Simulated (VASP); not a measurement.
VASP runs on AlN (wurtzite) share one base input (PBE GGA, plane waves, VASP's PBE PAW potentials (set 64)) and change the settings named in each case.

POSCAR:
```
AlN
1
    1.5550000000    -2.6933390000     0.0000000000
    1.5550000000     2.6933390000     0.0000000000
    0.0000000000     0.0000000000     4.9800000000
Al N
2 2
Direct
  0.6666670000   0.3333330000   0.5000000000
  0.3333330000   0.6666670000   0.0000000000
  0.6666670000   0.3333330000   0.8820000000
  0.3333330000   0.6666670000   0.3820000000
```

KPOINTS:
```
Automatic mesh
0
Gamma
9 9 5
0 0 0
```

**INCAR**
```
ALGO  =  Normal
EDIFF  =  1E-6
ENCUT  =  520
GGA  =  PE
ISIF  =  2
ISMEAR  =  0
LASPH  =  .True.
LCHARG  =  .False.
LREAL  =  .False.
LWAVE  =  .False.
NELM  =  100
PREC  =  Accurate
SIGMA  =  0.05
SYSTEM  =  AlN
```

POTCAR, in this order: Al N (PBE.64 set). Program: vasp_std.

```tsv
change	E(σ→0) (eV/atom)	pressure (GPa)
base run	-7.4426	3.88
IVDW = 13	-7.7496	-0.82
GGA = AM	-7.6409	?
GGA = PS	-7.8280	0.58
AGGAC = 0.0, GGA = BO, LUSE_VDW = .TRUE., PARAM1 = 0.1833333333, PARAM2 = 0.22	-6.2093	?
GGA removed, LMIXTAU = .TRUE., METAGGA = SCAN	-10.2242	-1.76
GGA removed, LMIXTAU = .TRUE., METAGGA = R2SCAN	-9.6140	-0.91
```

### Question
Complete the blanks.

### Answer

- GGA = AM, pressure (GPa): 0.60
- AGGAC = 0.0, GGA = BO, LUSE_VDW = .TRUE., PARAM1 = 0.1833333333, PARAM2 = 0.22, pressure (GPa): 2.79

Energies of different potentials or functionals have different zeros.

Left out are runs that ran out of time, are held back, or changed the cell or the kind of run, fixed moments of cells without a moment, rows past the twelfth, gaps on odd meshes, pressures of charged cells and columns that move by less than the noise.

The compound is AlN in the wurtzite structure. The cell was not relaxed at this level.
